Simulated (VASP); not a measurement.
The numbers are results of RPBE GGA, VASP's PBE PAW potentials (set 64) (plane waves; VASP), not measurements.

Input for VASP

### KPOINTS
```
Automatic mesh
0
Gamma
10 10 10
0 0 0
```

POSCAR:
```
BP
1
    0.0000000000     2.2387225600     2.2387225600
    2.2387225600     0.0000000000     2.2387225600
    2.2387225600     2.2387225600     0.0000000000
B P
1 1
Direct
  0.0000000000   0.0000000000   0.0000000000
  0.2500000000   0.2500000000   0.2500000000
```

**INCAR**
```
ISMEAR  =  0   # Gaussian
NELM  =  100
LREAL  =  .FALSE.
ENCUT  =  520
GGA  =  RP
SYSTEM  =  BP
SIGMA  =  0.05   # width (eV)
ISIF  =  2
LWAVE  =  .FALSE.
LASPH  =  .TRUE.
PREC  =  Accurate
EDIFF  =  1E-7
ALGO  =  Normal   # blocked Davidson
LCHARG  =  .FALSE.
```

POTCAR, in this order: B P (PBE.64 set). Program: vasp_std.

Output of the run:

File OSZICAR:
```
       N       E                     dE             d eps       ncg     rms          rms(c)
DAV:   1     0.939935685154E+01    0.93994E+01   -0.41412E+03   752   0.895E+02
DAV:   2    -0.127371220980E+02   -0.22136E+02   -0.21492E+02  1176   0.115E+02
DAV:   3    -0.129659535057E+02   -0.22883E+00   -0.22883E+00   920   0.144E+01
DAV:   4    -0.129663672393E+02   -0.41373E-03   -0.41373E-03  1176   0.649E-01
DAV:   5    -0.129663674232E+02   -0.18391E-06   -0.18367E-06   976   0.114E-02    0.845E+00
DAV:   6    -0.123271427036E+02    0.63922E+00   -0.16268E+00   856   0.712E+00    0.469E+00
DAV:   7    -0.122325717480E+02    0.94571E-01   -0.31039E-01  1152   0.339E+00    0.143E+00
DAV:   8    -0.122272424307E+02    0.53293E-02   -0.25971E-02   792   0.121E+00    0.210E-01
DAV:   9    -0.122278646290E+02   -0.62220E-03   -0.73338E-04  1104   0.245E-01    0.962E-02
DAV:  10    -0.122281888893E+02   -0.32426E-03   -0.47500E-04   872   0.181E-01    0.295E-02
DAV:  11    -0.122282062747E+02   -0.17385E-04   -0.34838E-05  1056   0.495E-02    0.269E-02
DAV:  12    -0.122282083006E+02   -0.20259E-05   -0.35401E-06   872   0.169E-02    0.567E-03
DAV:  13    -0.122282082648E+02    0.35745E-07   -0.62566E-08   880   0.204E-03
   1 F= -.12228208E+02 E0= -.12228208E+02  d E =-.153983E-12
```

OUTCAR:
```
------------------------ aborting loop because EDIFF is reached ----------------------------------------
  FORCE on cell =-STRESS in cart. coord.  units (eV):
  Direction    XX          YY          ZZ          XY          YZ          ZX
  --------------------------------------------------------------------------------------
  Total        1.5165468      1.5165468      1.5165468      0.0000000     -0.0000000      0.0000000
  in kB      108.2768425    108.2768425    108.2768425      0.0000000     -0.0000000      0.0000000
  external PRESSURE =     108.2768425 kB  Pullay stress =       0.0000000 kB
  volume of cell :       22.44
      direct lattice vectors                 reciprocal lattice vectors
     0.000000000  2.238722560  2.238722560    -0.223341654  0.223341654  0.223341654
     2.238722560  0.000000000  2.238722560     0.223341654 -0.223341654  0.223341654
     2.238722560  2.238722560  0.000000000     0.223341654  0.223341654 -0.223341654
  FREE ENERGIE OF THE ION-ELECTRON SYSTEM (eV)
  ---------------------------------------------------
  free  energy   TOTEN  =       -12.2282082648 eV

  energy  without entropy=      -12.2282082648  energy(sigma->0) =      -12.22820826
```
(Selected blocks of OUTCAR.)

The compound is BP in the zinc blende structure. This cell is one point of a volume scan, at 0.94 of the reference volume.
